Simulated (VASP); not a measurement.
Here is the system:

```xyz
10
Lattice="2.7569 1.5917 4.8681 -2.7569 1.5917 4.8681 0.0000 -3.1834 4.8681" Properties=species:S:1:pos:R:3 pbc="T T T"
Bi     0.0000     0.0000     5.3445
Bi     0.0000     0.0000     9.2599
O     -1.0138    -1.9508     8.4534
O      2.1963     0.0974     8.4534
O     -1.1825     1.8534     8.4534
O      1.0138     1.9508     6.1510
O     -2.1963    -0.0974     6.1510
O      1.1825    -1.8534     6.1510
Fe     0.0000     0.0000     2.1468
Fe     0.0000     0.0000    12.4576
```
Starting moments (μB, in the order of the record's atoms Bi Bi O O O O O O Fe Fe): 0.1 0.1 0.2 0.2 0.2 0.2 0.2 0.2 3.9 3.9.

All values below come from PBEsol GGA, VASP's PBE PAW potentials (set 64) (plane waves; VASP). Run with 520 eV cut-off, 6×6×6 Γ-centred mesh, tetrahedra with Blöchl corrections, potentials Bi_d O Fe.

The moments were started parallel, and other spin orders were not tried in this run. Unless said otherwise, spin-orbit coupling is left out, though it shifts the bands of the heavy elements here.

### Question
Tabulate the total density of states (states/eV per cell) against energy (eV; zero at the valence-band maximum or, without a gap, the Fermi level).

### Answer

```
E (eV) | DOS (states/eV)
    -9.94 |  0.01
    -9.34 |  0.00
    -8.86 |  0.00
    -8.26 |  0.00
    -7.66 |  0.00
    -7.06 |  0.00
    -6.58 | ###### 2.30
    -5.98 | ############# 5.00
    -5.38 | ################# 6.50
    -4.90 | ####################### 8.84
    -4.30 | ####################### 9.03
    -3.70 | #################### 7.73
    -3.22 | ######################## 9.40
    -2.62 | ############################## 11.7
    -2.02 | ####### 2.90
    -1.42 | ######## 3.17
    -0.94 | ############### 5.96
    -0.34 | ########## 3.88
     0.26 | ###### 2.34
     0.74 | ############### 6.02
     1.34 | ######### 3.37
     1.94 | ######### 3.68
     2.54 | ##### 1.89
     3.02 | ######## 2.98
     3.62 | ############ 4.87
```
Within 2 eV below the valence-band maximum the largest weight inside VASP's projection spheres is O p, then Fe d.

The structure was generated: FeBiO3 was put into the ilmenite type (R-3), which need not be its known phase. It was relaxed first.
